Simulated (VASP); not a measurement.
Given:

```yaml
crystal:
  lattice:
    - [1.50902, -2.61370, 0.00000]
    - [1.50902, 2.61370, 0.00000]
    - [0.00000, 0.00000, 3.18648]
  atoms:
    - { symbol: Ti, position: [0.00000, 0.00000, 0.00000] }
    - { symbol: B, position: [0.33333, 0.66667, 0.50000] }
    - { symbol: B, position: [0.66667, 0.33333, 0.52354] }
```

Level of theory: PBEsol GGA, VASP's PBE PAW potentials (set 64) (plane waves; VASP 6.6.1). Settings: 600 eV cut-off, 12×12×10 Γ-centred mesh, first-order Methfessel-Paxton smearing of 0.10 eV, potentials Ti_sv B.

Question: Give the force on each atom (eV/Å).

Answer: 
| atom | Fx | Fy | Fz |
|---|---|---|---|
| Ti1 | 0.000 | 0.000 | 0.580 |
| B2 | 0.000 | 0.000 | 0.169 |
| B3 | 0.000 | 0.000 | -0.749 |

Question: Give the stress tensor in GPa (positive for a compressed cell).

Answer: 
```
0.49  0.00  0.00
0.00  0.49  0.00
0.00  0.00  0.28
```
The pressure is its mean diagonal, 0.42 GPa.

The compound is TiB2 in the AlB2 type structure. This cell was strained or had an atom moved on purpose.
